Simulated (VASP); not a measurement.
Output of a VASP run:

### OSZICAR
```
       N       E                     dE             d eps       ncg     rms          rms(c)
DAV:   1     0.711339591467E+03    0.71134E+03   -0.27820E+04  1680   0.228E+03
DAV:   2     0.479969401889E+02   -0.66334E+03   -0.64120E+03  1780   0.618E+02
DAV:   3    -0.700251099733E+02   -0.11802E+03   -0.11316E+03  2636   0.223E+02
DAV:   4    -0.753655878505E+02   -0.53405E+01   -0.53338E+01  2264   0.502E+01
DAV:   5    -0.755666317777E+02   -0.20104E+00   -0.20099E+00  2380   0.823E+00    0.330E+01
DAV:   6    -0.594604037043E+02    0.16106E+02   -0.11482E+02  2048   0.105E+02    0.123E+01
DAV:   7    -0.589863135145E+02    0.47409E+00   -0.16716E+01  2092   0.332E+01    0.827E+00
DAV:   8    -0.590090477587E+02   -0.22734E-01   -0.45179E+00  2112   0.198E+01    0.442E+00
DAV:   9    -0.587865871346E+02    0.22246E+00   -0.20775E+00  2160   0.131E+01    0.122E+00
DAV:  10    -0.587914977539E+02   -0.49106E-02   -0.12436E-01  2072   0.272E+00    0.205E-01
DAV:  11    -0.587913205764E+02    0.17718E-03   -0.62571E-03  2088   0.570E-01    0.759E-02
DAV:  12    -0.587913414312E+02   -0.20855E-04   -0.62690E-04  2424   0.189E-01    0.669E-02
DAV:  13    -0.587913085614E+02    0.32870E-04   -0.20036E-04  2320   0.113E-01    0.115E-02
DAV:  14    -0.587913083466E+02    0.21482E-06   -0.89997E-06  1932   0.249E-02
   1 F= -.58791308E+02 E0= -.58791308E+02  d E =-.587913E+02
```

OUTCAR:
```
------------------------ aborting loop because EDIFF is reached ----------------------------------------
  FORCE on cell =-STRESS in cart. coord.  units (eV):
  Direction    XX          YY          ZZ          XY          YZ          ZX
  --------------------------------------------------------------------------------------
  Total        0.0108349      0.0108349      0.0067942      0.0000000      0.0000000      0.0000000
  in kB        0.2867480      0.2867480      0.1798105      0.0000000      0.0000000      0.0000000
  external PRESSURE =       0.2511022 kB  Pullay stress =       0.0000000 kB
  volume of cell :       60.54
      direct lattice vectors                 reciprocal lattice vectors
     4.551787698  0.000000000  0.000000000     0.219693902  0.000000000  0.000000000
     0.000000000  4.551787698  0.000000000     0.000000000  0.219693902  0.000000000
     0.000000000  0.000000000  2.921936496     0.000000000  0.000000000  0.342238786
 POSITION                                       TOTAL-FORCE (eV/Angst)
 -----------------------------------------------------------------------------------
      0.00000      0.00000      0.00000        -0.000000      0.000000      0.000000
      2.27589      2.27589      1.46097        -0.000000      0.000000      0.000000
      1.38351      1.38351      0.00000        -0.010629     -0.010629      0.000000
      3.65941      0.89238      1.46097        -0.010629      0.010629     -0.000000
      0.89238      3.65941      1.46097         0.010629     -0.010629      0.000000
      3.16828      3.16828      0.00000         0.010629      0.010629     -0.000000
 -----------------------------------------------------------------------------------
    total drift:                                0.000000     -0.000000     -0.000000
  FREE ENERGIE OF THE ION-ELECTRON SYSTEM (eV)
  ---------------------------------------------------
  free  energy   TOTEN  =       -58.7913083466 eV

  energy  without entropy=      -58.7913083466  energy(sigma->0) =      -58.79130835

 reached required accuracy - stopping structural energy minimisation
```
(Selected blocks of OUTCAR.)

### POSCAR
```
TiO2
1
    4.5517876984     0.0000000000     0.0000000000
    0.0000000000     4.5517876984     0.0000000000
    0.0000000000     0.0000000000     2.9219364962
Ti O
2 4
Direct
  0.0000000000   0.0000000000   0.0000000000
  0.5000000000   0.5000000000   0.5000000000
  0.3039490970   0.3039490970   0.0000000000
  0.8039490970   0.1960509030   0.5000000000
  0.1960509030   0.8039490970   0.5000000000
  0.6960509030   0.6960509030   0.0000000000
```

Question: Reconstruct the remaining input files.

Answer: Several could match; the one computed here: the input of the run itself, LDA (Ceperley-Alder, Perdew-Zunger), plane waves, VASP's LDA PAW potentials (set 64).

**INCAR**
```
NELM = 100   ! most electronic steps
LMAXMIX = 4
LCHARG = .FALSE.
NSW = 40
LREAL = .FALSE.
EDIFFG = -0.02   ! ionic stop
EDIFF = 1E-6   ! SCF stop (eV)
PREC = Accurate
ALGO = Normal
ISMEAR = 0
ENCUT = 620   ! plane-wave cut-off (eV)
LASPH = .TRUE.
SYSTEM = TiO2
LWAVE = .FALSE.
ISIF = 3   ! ions, shape and volume
SIGMA = 0.05   ! width (eV)
IBRION = 2
```

### KPOINTS
```
K-points
0
Gamma
  5 5 8
0 0 0
```

POTCAR, in this order: Ti_sv O (LDA.64 set). Program: vasp_std.

The compound is TiO2 in the rutile structure. It was relaxed first.
